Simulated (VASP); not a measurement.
Input for VASP

KPOINTS:
```
Automatic mesh
0
Gamma
14 14 14
0 0 0
```

INCAR:
```
ALGO  =  Normal
EDIFF  =  1E-6
ENCUT  =  300
GGA  =  PE
ISIF  =  2
ISMEAR  =  -1
LASPH  =  .TRUE.
LCHARG  =  .FALSE.
LMAXMIX  =  4
LREAL  =  .FALSE.
LWAVE  =  .FALSE.
NELM  =  100
PREC  =  Accurate
SIGMA  =  0.05
SYSTEM  =  NiSi2
```

**POSCAR**
```
NiSi2
1
    0.0000000000     2.6816500000     2.6816500000
    2.6816500000     0.0000000000     2.6816500000
    2.6816500000     2.6816500000     0.0000000000
Si Ni
2 1
Direct
  0.2500000000   0.2500000000   0.2500000000
  0.7500000000   0.7500000000   0.7500000000
  0.0000000000   0.0000000000   0.0000000000
```

POTCAR, in this order: Si Ni (PBE.64 set). Program: vasp_std.

Question: Translate this PBE calculation to Ansatz.

Answer: One equivalent input (not run):
Ansatz 0.2 input:
```yaml
crystal:
  lattice:
    - [0.0000000, 2.6816500, 2.6816500]
    - [2.6816500, 0.0000000, 2.6816500]
    - [2.6816500, 2.6816500, 0.0000000]
  atoms:
    - { symbol: Si, position: [0.2500000, 0.2500000, 0.2500000] }
    - { symbol: Si, position: [0.7500000, 0.7500000, 0.7500000] }
    - { symbol: Ni, position: [0.0000000, 0.0000000, 0.0000000] }
kpoints:
  mp_grid: { grid: [14, 14, 14] }
hamiltonian:
  xc: pbe
  pseudopotentials: { kind: paw }
scf:
  occupations: { method: fermi_dirac, width: 0.05 }
  max_iter: 100
output: { forces: true, stress: true, eigenvalues: true }
```
Limits of the translation: each code has its own PAW files, so the cut-off isn't converted (ENCUT is set for VASP's; basis.ecutwfc is left out, and Ansatz then takes the one that its files recommend); Ansatz stops its SCF on the density residual and VASP on the energy change (EDIFF).

The structure is a typed NiSi2 crystal. The cell was not relaxed at this level, and its volume differs by -5.9 % from the start's.
